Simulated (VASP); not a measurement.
Calculation: PBEsol GGA, VASP's PBE PAW potentials (set 64) (plane waves; VASP).

A VASP calculation is set up with these files.

File KPOINTS:
```
Automatic mesh
0
Gamma
9 9 9
0 0 0
```

**INCAR**
```
ALGO=Normal   ! blocked Davidson
LWAVE=.False.
SIGMA=0.05   ! width (eV)
SYSTEM=BAs
ENCUT=520
LCHARG=.False.
IBRION=2
PREC=Accurate
LASPH=.True.
LMAXMIX=4   ! l cut-off of mixed one-centre charges
NELM=100   ! most electronic steps
ISIF=3   ! ions, shape and volume
LREAL=.False.
GGA=PS   ! PBEsol
NSW=60   ! most ionic steps
EDIFFG=-0.01
ISMEAR=0   ! Gaussian
EDIFF=1E-6   ! SCF stop (eV)
```

**POSCAR**
```
BAs
1
    0.0000000000     2.3440420000     2.3440420000
    2.3440420000     0.0000000000     2.3440420000
    2.3440420000     2.3440420000     0.0000000000
B As
1 1
Direct
  0.0000000000   0.0000000000   0.0000000000
  0.2500000000   0.2500000000   0.2500000000
```

POTCAR, in this order: B As (PBE.64 set). Program: vasp_std.

Output

### OUTCAR
```
 ion  position               nearest neighbor table
   1  0.000  0.000  0.000-   2 2.03   2 2.03   2 2.03   2 2.03
   2  0.250  0.250  0.250-   1 2.03   1 2.03   1 2.03   1 2.03
  LATTYP: Found a face centered cubic cell.
 ALAT       =     4.6880840000
 Subroutine PRICEL returns:
 Original cell was already a primitive cell.
 Subroutine GETGRP returns: Found 24 space group operations
The static configuration has the point symmetry T_d .
The dynamic configuration has the point symmetry T_d .
 Subroutine INISYM returns: Found 24 space group operations
 Subroutine IBZKPT returns following result:
 Found     35 irreducible k-points:

 Following reciprocal coordinates:
            Coordinates               Weight
  0.000000  0.000000  0.000000      1.000000
  0.111111  0.000000  0.000000      8.000000
  0.222222  0.000000  0.000000      8.000000
  0.333333  0.000000  0.000000      8.000000
  0.444444  0.000000  0.000000      8.000000
  0.111111  0.111111  0.000000      6.000000
  0.222222  0.111111  0.000000     24.000000
  0.333333  0.111111  0.000000     24.000000
  0.444444  0.111111  0.000000     24.000000
 -0.444444  0.111111  0.000000     24.000000
 -0.333333  0.111111  0.000000     24.000000
 -0.222222  0.111111  0.000000     24.000000
 -0.111111  0.111111  0.000000     12.000000
  0.222222  0.222222  0.000000      6.000000
  0.333333  0.222222  0.000000     24.000000
  0.444444  0.222222  0.000000     24.000000
 -0.444444  0.222222  0.000000     24.000000
 -0.333333  0.222222  0.000000     24.000000
 -0.222222  0.222222  0.000000     12.000000
  0.333333  0.333333  0.000000      6.000000
  0.444444  0.333333  0.000000     24.000000
 -0.444444  0.333333  0.000000     24.000000
 -0.333333  0.333333  0.000000     12.000000
  0.444444  0.444444  0.000000      6.000000
 -0.444444  0.444444  0.000000     12.000000
  0.333333  0.222222  0.111111     24.000000
  0.444444  0.222222  0.111111     48.000000
 -0.444444  0.222222  0.111111     48.000000
  0.444444  0.333333  0.111111     24.000000
 -0.444444  0.333333  0.111111     48.000000
 -0.333333  0.333333  0.111111     48.000000
 -0.222222  0.333333  0.111111     24.000000
 -0.444444  0.444444  0.111111     24.000000
 -0.333333  0.444444  0.111111     24.000000
 -0.333333  0.444444  0.222222     24.000000
   k-points           NKPTS =     35   k-points in BZ     NKDIM =     35   number of bands    NBANDS=      8
   number of dos      NEDOS =    301   number of ions     NIONS =      2
   total plane-waves  NPLWV =  21952
   dimension x,y,z NGX =    28 NGY =   28 NGZ =   28
   dimension x,y,z NGXF=    56 NGYF=   56 NGZF=   56
   ions per type =               1   1
   PREC   = accura    normal or accurate (medium, high low for compatibility)
   ISTART =      0    job   : 0-new  1-cont  2-samecut
   ICHARG =      2    charge: 1-file 2-atom 10-const
   ISPIN  =      1    spin polarized calculation?
   LNONCOLLINEAR =      F non collinear calculations
   LSORBIT =      F    spin-orbit coupling
   INIWAV =      1    electr: 0-lowe 1-rand  2-diag
   ENCUT  =  520.0 eV  38.22 Ry    6.18 a.u.   6.16  6.16  6.16*2*pi/ulx,y,z
   NELM   =    100;   NELMIN=  2; NELMDL= -5     # of ELM steps
   EDIFF  = 0.1E-05   stopping-criterion for ELM
   LREAL  =      F    real-space projection
   NLSPLINE    = F    spline interpolate recip. space projectors
   LMAXMIX     =    4 max onsite mixed and CHGCAR
   VOSKOWN=      0    Vosko Wilk Nusair interpolation
   EDIFFG = -.1E-01   stopping-criterion for IOM
   NSW    =     60    number of steps for IOM
   NBLOCK =      1;   KBLOCK =     60    inner block; outer block
   IBRION =      2    ionic relax: 0-MD 1-quasi-New 2-CG
...
```

### OSZICAR
```
       N       E                     dE             d eps       ncg     rms          rms(c)
DAV:   1     0.125163006563E+02    0.12516E+02   -0.40044E+03   560   0.888E+02
DAV:   2    -0.125825111581E+02   -0.25099E+02   -0.24444E+02   880   0.111E+02
DAV:   3    -0.128828955643E+02   -0.30038E+00   -0.30038E+00   576   0.161E+01
DAV:   4    -0.128833615460E+02   -0.46598E-03   -0.46598E-03   856   0.696E-01
DAV:   5    -0.128833616052E+02   -0.59195E-07   -0.59195E-07   584   0.648E-03    0.526E+00
DAV:   6    -0.122558894032E+02    0.62747E+00   -0.17872E+00   576   0.700E+00    0.264E+00
DAV:   7    -0.121725111340E+02    0.83378E-01   -0.25195E-01   776   0.295E+00    0.944E-01
DAV:   8    -0.121624545366E+02    0.10057E-01   -0.21561E-02   616   0.989E-01    0.120E-01
DAV:   9    -0.121625869610E+02   -0.13242E-03   -0.48708E-04   704   0.190E-01    0.672E-02
DAV:  10    -0.121626471552E+02   -0.60194E-04   -0.13134E-04   576   0.783E-02    0.149E-02
DAV:  11    -0.121626494604E+02   -0.23052E-05   -0.34728E-06   848   0.168E-02    0.138E-02
DAV:  12    -0.121626490342E+02    0.42622E-06   -0.11069E-06   304   0.659E-03
   1 F= -.12162649E+02 E0= -.12162649E+02  d E =-.121626E+02
       N       E                     dE             d eps       ncg     rms          rms(c)
DAV:   1    -0.122798716964E+02   -0.11722E+00   -0.30507E+00   632   0.129E+01    0.164E+00
DAV:   2    -0.122031700574E+02    0.76702E-01   -0.13724E-01   584   0.226E+00    0.806E-01
DAV:   3    -0.121802365615E+02    0.22933E-01   -0.50591E-02   624   0.126E+00    0.235E-01
DAV:   4    -0.121784528638E+02    0.17837E-02   -0.34404E-03   688   0.375E-01    0.134E-01
DAV:   5    -0.121783689727E+02    0.83891E-04   -0.19765E-04   672   0.908E-02    0.741E-02
DAV:   6    -0.121783655280E+02    0.34447E-05   -0.15330E-05   608   0.263E-02    0.329E-03
DAV:   7    -0.121783656182E+02   -0.90241E-07   -0.10189E-06   384   0.654E-03
   2 F= -.12178366E+02 E0= -.12178366E+02  d E =-.157166E-01
       N       E                     dE             d eps       ncg     rms          rms(c)
DAV:   1    -0.122232140456E+02   -0.44849E-01   -0.63842E-01   640   0.610E+00    0.774E-01
DAV:   2    -0.122079346659E+02    0.15279E-01   -0.24796E-02   576   0.964E-01    0.372E-01
DAV:   3    -0.122031568879E+02    0.47778E-02   -0.10698E-02   656   0.575E-01    0.134E-01
DAV:   4    -0.122028551908E+02    0.30170E-03   -0.57869E-04   680   0.157E-01    0.746E-02
DAV:   5    -0.122028355773E+02    0.19614E-04   -0.44558E-05   728   0.442E-02    0.377E-02
DAV:   6    -0.122028351060E+02    0.47130E-06   -0.25870E-06   568   0.111E-02
   3 F= -.12202835E+02 E0= -.12202835E+02  d E =-.401861E-01
```

OUTCAR:
```
------------------------ aborting loop because EDIFF is reached ----------------------------------------
  FORCE on cell =-STRESS in cart. coord.  units (eV):
  Direction    XX          YY          ZZ          XY          YZ          ZX
  --------------------------------------------------------------------------------------
  Total       -0.0048174     -0.0048174     -0.0048174      0.0000000      0.0000000     -0.0000000
  in kB       -0.2830274     -0.2830274     -0.2830274      0.0000000      0.0000000     -0.0000000
  external PRESSURE =      -0.2830274 kB  Pullay stress =       0.0000000 kB
  volume of cell :       27.27
      direct lattice vectors                 reciprocal lattice vectors
     0.000000000  2.389033004  2.389033004    -0.209289700  0.209289700  0.209289700
     2.389033004  0.000000000  2.389033004     0.209289700 -0.209289700  0.209289700
     2.389033004  2.389033004 -0.000000000     0.209289700  0.209289700 -0.209289700
  FREE ENERGIE OF THE ION-ELECTRON SYSTEM (eV)
  ---------------------------------------------------
  free  energy   TOTEN  =       -12.2028351060 eV

  energy  without entropy=      -12.2028351060  energy(sigma->0) =      -12.20283511

 reached required accuracy - stopping structural energy minimisation
```
(Selected blocks of OUTCAR.)

**CONTCAR**
```
BAs
   1.00000000000000
     0.0000000000000000    2.3890330042622914    2.3890330042622914
     2.3890330042622914    0.0000000000000000    2.3890330042622914
     2.3890330042622914    2.3890330042622914   -0.0000000000000000
  B               As
     1     1
Direct
     0.0000000000000000    0.0000000000000000    0.0000000000000000
     0.2500000000000000    0.2500000000000000    0.2500000000000000
```

Energy and stress use the plane-wave basis of the starting cell.

The structure was generated: BAs was put into the zinc blende type (F-43m), which need not be its known phase. This run relaxes it. Symmetry was kept, so distortions that lower it aren't found.
